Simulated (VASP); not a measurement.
Consider the following.

```yaml
crystal:
  lattice:
    - [0.00000, 3.21000, 3.38237]
    - [3.33972, 0.00000, 3.38237]
    - [3.33972, 3.21000, 0.00000]
  atoms:
    - { symbol: Rb, position: [0.00000, 0.00000, 0.00000] }
    - { symbol: Cl, position: [0.49130, 0.50870, 0.50870] }
```

Level of theory: PW91 GGA, VASP's PBE PAW potentials (set 64) (plane waves; VASP). Settings: 400 eV cut-off, 6×6×6 Γ-centred mesh, Gaussian smearing of 0.050 eV, potentials Rb_sv Cl.

Q: Predict the energy per atom (σ→0), band gap (on the k-mesh) with the smallest direct gap where there is one.

A: 
```
Quantity                                     Result
-----------------------------------  --------------
band gap (on the k-mesh)                    4.93 eV
smallest direct gap (on the k-mesh)         4.93 eV
energy per atom (σ→0)                -3361 meV/atom
```

Only differences to runs with the same potentials and settings are physical.

The compound is RbCl in the rock salt structure. The cell was not relaxed at this level, atoms are displaced from their ideal sites. The run is one of a series of settings (GGA = 91 against the base run), some of them coarse on purpose.
